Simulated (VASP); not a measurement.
A convergence study with VASP on Na (space group Im-3m): one setting is varied, all else stays as given below, so the limit is that of these other settings.

```xyz
1
Lattice="-2.1406 2.1406 2.1406 2.1406 -2.1406 2.1406 2.1406 2.1406 -2.1406" Properties=species:S:1:pos:R:3 pbc="T T T"
Na     0.0000     0.0000     0.0000
```

These are PBE GGA, VASP's PBE PAW potentials (set 64) (plane waves; VASP) values and carry that method's errors. The tightest run used: 300 eV cut-off, 21×21×21 Γ-centred mesh, Fermi-Dirac smearing of 0.10 eV, potentials Na_pv.

Q: The settings run are 2×2×2 mesh; 3×3×3 mesh; 4×4×4 mesh; 5×5×5 mesh; 6×6×6 mesh; 7×7×7 mesh; 8×8×8 mesh; 9×9×9 mesh; 10×10×10 mesh; 13×13×13 mesh; 14×14×14 mesh; 16×16×16 mesh; 17×17×17 mesh; 19×19×19 mesh; 21×21×21 mesh. From which on does the energy per atom stay within 0.01 eV/atom of the tightest run?

A: From 7×7×7 mesh on: it is off by 0.0022 there and by no more than 0.01 in any finer run, while 6×6×6 mesh is off by 0.0263.
| setting | E (eV/atom) | pressure (GPa) | irreducible k-points | difference judged (eV/atom) |
|---|---|---|---|---|
| 2×2×2 mesh | -0.3467 | 1.33 | 3 | 0.9619 |
| 3×3×3 mesh | -1.4506 | -0.82 | 4 | 0.1421 |
| 4×4×4 mesh | -1.2130 | -0.18 | 8 | 0.0955 |
| 5×5×5 mesh | -1.3091 | -0.49 | 10 | 0.0006 |
| 6×6×6 mesh | -1.2823 | -0.41 | 16 | 0.0263 |
| 7×7×7 mesh | -1.3107 | -0.49 | 20 | 0.0022 |
| 8×8×8 mesh | -1.3003 | -0.46 | 29 | 0.0082 |
| 9×9×9 mesh | -1.3135 | -0.50 | 35 | 0.0050 |
| 10×10×10 mesh | -1.3049 | -0.47 | 47 | 0.0036 |
| 13×13×13 mesh | -1.3081 | -0.48 | 84 | 0.0004 |
| 14×14×14 mesh | -1.3090 | -0.49 | 104 | 0.0005 |
| 16×16×16 mesh | -1.3092 | -0.49 | 145 | 0.0006 |
| 17×17×17 mesh | -1.3084 | -0.49 | 165 | 0.0001 |
| 19×19×19 mesh | -1.3086 | -0.49 | 220 | 0.0000 |
| 21×21×21 mesh | -1.3085 | -0.49 | 286 | 0.0000 |

Left out are rungs that failed or repeat a setting and relaxations that didn't move; long series are thinned to 24 rows.

The structure is a typed Na crystal (space group no. 229). The cell was not relaxed at this level.
